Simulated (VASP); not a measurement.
Output of a VASP run:

**OUTCAR**
```
 ion  position               nearest neighbor table
   1  0.000  0.000  0.000-
  LATTYP: Found a body centered cubic cell.
 ALAT       =     2.9274000000
 Subroutine PRICEL returns:
 Original cell was already a primitive cell.
 Subroutine GETGRP returns: Found 48 space group operations
The static configuration has the point symmetry O_h .
The dynamic configuration has the point symmetry O_h .
The overall configuration has the point symmetry O_h .
 Subroutine INISYM returns: Found 48 space group operations
 Subroutine IBZKPT returns following result:
 Found    145 irreducible k-points:

 Following reciprocal coordinates:
            Coordinates               Weight
  0.000000  0.000000  0.000000      1.000000
  0.062500  0.000000  0.000000     12.000000
  0.125000  0.000000  0.000000     12.000000
  0.187500  0.000000  0.000000     12.000000
  0.250000  0.000000  0.000000     12.000000
  0.312500  0.000000  0.000000     12.000000
  0.375000  0.000000  0.000000     12.000000
  0.437500  0.000000  0.000000     12.000000
  0.500000  0.000000  0.000000      6.000000
  0.062500  0.062500  0.000000     24.000000
  0.125000  0.062500  0.000000     48.000000
  0.187500  0.062500  0.000000     48.000000
  0.250000  0.062500  0.000000     48.000000
  0.312500  0.062500  0.000000     48.000000
  0.375000  0.062500  0.000000     48.000000
  0.437500  0.062500  0.000000     48.000000
  0.125000  0.125000  0.000000     24.000000
  0.187500  0.125000  0.000000     48.000000
  0.250000  0.125000  0.000000     48.000000
  0.312500  0.125000  0.000000     48.000000
  0.375000  0.125000  0.000000     48.000000
  0.437500  0.125000  0.000000     24.000000
  0.187500  0.187500  0.000000     24.000000
  0.250000  0.187500  0.000000     48.000000
  0.312500  0.187500  0.000000     48.000000
  0.375000  0.187500  0.000000     48.000000
  0.250000  0.250000  0.000000     24.000000
  0.312500  0.250000  0.000000     48.000000
  0.375000  0.250000  0.000000     24.000000
  0.312500  0.312500  0.000000     24.000000
  0.062500  0.062500  0.062500      8.000000
  0.125000  0.062500  0.062500     24.000000
  0.187500  0.062500  0.062500     24.000000
  0.250000  0.062500  0.062500     24.000000
  0.312500  0.062500  0.062500     24.000000
  0.375000  0.062500  0.062500     24.000000
  0.437500  0.062500  0.062500     12.000000
 -0.062500  0.062500  0.062500      6.000000
  0.125000  0.125000  0.062500     24.000000
  0.187500  0.125000  0.062500     48.000000
   k-points           NKPTS =    145   k-points in BZ     NKDIM =    145   number of bands    NBANDS=      9
   number of dos      NEDOS =    301   number of ions     NIONS =      1
   total plane-waves  NPLWV =   5832
   dimension x,y,z NGX =    18 NGY =   18 NGZ =   18
   dimension x,y,z NGXF=    36 NGYF=   36 NGZF=   36
   ions per type =               1
   PREC   = accura    normal or accurate (medium, high low for compatibility)
   ISTART =      0    job   : 0-new  1-cont  2-samecut
   ICHARG =      2    charge: 1-file 2-atom 10-const
   ISPIN  =      2    spin polarized calculation?
   LNONCOLLINEAR =      F non collinear calculations
   LSORBIT =      F    spin-orbit coupling
   INIWAV =      1    electr: 0-lowe 1-rand  2-diag
   ENCUT  =  400.0 eV  29.40 Ry    5.42 a.u.   4.13  4.13  4.13*2*pi/ulx,y,z
   NELM   =    100;   NELMIN=  2; NELMDL= -5     # of ELM steps
   EDIFF  = 0.1E-05   stopping-criterion for ELM
   LREAL  =      F    real-space projection
   NLSPLINE    = F    spline interpolate recip. space projectors
   LMAXMIX     =    4 max onsite mixed and CHGCAR
   VOSKOWN=      0    Vosko Wilk Nusair interpolation
   EDIFFG = 0.1E-04   stopping-criterion for IOM
   NSW    =      0    number of steps for IOM
   NBLOCK =      1;   KBLOCK =      1    inner block; outer block
   IBRION =     -1    ionic relax: 0-MD 1-quasi-New 2-CG
...
```

### OSZICAR
```
       N       E                     dE             d eps       ncg     rms          rms(c)
DAV:   1     0.123518445187E+02    0.12352E+02   -0.34710E+03  5516   0.856E+02
DAV:   2    -0.895245639883E+01   -0.21304E+02   -0.19861E+02  5224   0.115E+02
DAV:   3    -0.919608136801E+01   -0.24362E+00   -0.24282E+00  5827   0.168E+01
DAV:   4    -0.919726674947E+01   -0.11854E-02   -0.11853E-02  5764   0.112E+00
DAV:   5    -0.919727907270E+01   -0.12323E-04   -0.12324E-04  5686   0.101E-01    0.104E+01
RMM:   6    -0.829260146688E+01    0.90468E+00   -0.49067E+00  5869   0.369E+01    0.771E+00
RMM:   7    -0.818992749207E+01    0.10267E+00   -0.45463E-01  5810   0.128E+01    0.397E+00
RMM:   8    -0.818631630879E+01    0.36112E-02   -0.28080E-02  5830   0.149E+00    0.135E+00
RMM:   9    -0.818182916122E+01    0.44871E-02   -0.43182E-03  5842   0.677E-01    0.467E-01
RMM:  10    -0.818168282632E+01    0.14633E-03   -0.52410E-04  5821   0.354E-01    0.206E-01
RMM:  11    -0.818173888056E+01   -0.56054E-04   -0.17154E-04  5939   0.174E-01    0.999E-02
RMM:  12    -0.818175703698E+01   -0.18156E-04   -0.29826E-05  5855   0.657E-02    0.486E-02
RMM:  13    -0.818176075922E+01   -0.37222E-05   -0.18596E-05  5969   0.638E-02    0.147E-02
RMM:  14    -0.818176281941E+01   -0.20602E-05   -0.45218E-06  4993   0.212E-02    0.918E-03
RMM:  15    -0.818176412247E+01   -0.13031E-05   -0.21768E-06  4794   0.191E-02    0.363E-03
RMM:  16    -0.818176386660E+01    0.25587E-06   -0.45549E-07  3031   0.895E-03
   1 F= -.81817639E+01 E0= -.81816325E+01  d E =-.393954E-03  mag=     2.4651
```

### OUTCAR
```
------------------------ aborting loop because EDIFF is reached ----------------------------------------
  FORCE on cell =-STRESS in cart. coord.  units (eV):
  Direction    XX          YY          ZZ          XY          YZ          ZX
  --------------------------------------------------------------------------------------
  Total       -1.0019935     -1.0019935     -1.0019935      0.0000000     -0.0000000     -0.0000000
  in kB     -127.9850648   -127.9850648   -127.9850648      0.0000000     -0.0000000     -0.0000000
  external PRESSURE =    -127.9850648 kB  Pullay stress =       0.0000000 kB
  volume of cell :       12.54
      direct lattice vectors                 reciprocal lattice vectors
    -1.463700000  1.463700000  1.463700000     0.000000000  0.341600055  0.341600055
     1.463700000 -1.463700000  1.463700000     0.341600055  0.000000000  0.341600055
     1.463700000  1.463700000 -1.463700000     0.341600055  0.341600055  0.000000000
 POSITION                                       TOTAL-FORCE (eV/Angst)
 -----------------------------------------------------------------------------------
      0.00000      0.00000      0.00000         0.000000      0.000000     -0.000000
 -----------------------------------------------------------------------------------
    total drift:                                0.000000     -0.000000      0.000000
  FREE ENERGIE OF THE ION-ELECTRON SYSTEM (eV)
  ---------------------------------------------------
  free  energy   TOTEN  =        -8.1817638666 eV

  energy  without entropy=       -8.1813699123  energy(sigma->0) =       -8.18163255

 total charge

# of ion       s       p       d       tot
------------------------------------------
    1        0.448   0.458   6.175   7.081

 magnetization (x)

# of ion       s       p       d       tot
------------------------------------------
    1       -0.015  -0.056   2.554   2.482
```
(Selected blocks of OUTCAR.)

**POSCAR**
```
Fe
1
   -1.4637000000     1.4637000000     1.4637000000
    1.4637000000    -1.4637000000     1.4637000000
    1.4637000000     1.4637000000    -1.4637000000
Fe
1
Direct
  0.0000000000   0.0000000000   0.0000000000
```

Question: Write an INCAR and KPOINTS that could have produced this output.

Answer: Several could match; the one computed here: the input of the run itself, PBE GGA, plane waves, VASP's PBE PAW potentials (set 64).

File KPOINTS:
```
Automatic mesh
0
Gamma
16 16 16
0 0 0
```

**INCAR**
```
SYSTEM = Fe
PREC = Accurate
ENCUT = 400
EDIFF = 1E-6
NELM = 100
ALGO = Fast
LREAL = .FALSE.
LASPH = .TRUE.
ISMEAR = 1
SIGMA = 0.1
GGA = PE
LMAXMIX = 4
ISPIN = 2
MAGMOM = 2.5
LORBIT = 10
LWAVE = .FALSE.
LCHARG = .FALSE.
ISIF = 2
```

POTCAR, in this order: Fe (PBE.64 set). Program: vasp_std.

The compound is Fe in the bcc structure. The cell was not relaxed at this level. The run is one of a series of settings (ALGO = Fast against the base run), some of them coarse on purpose.
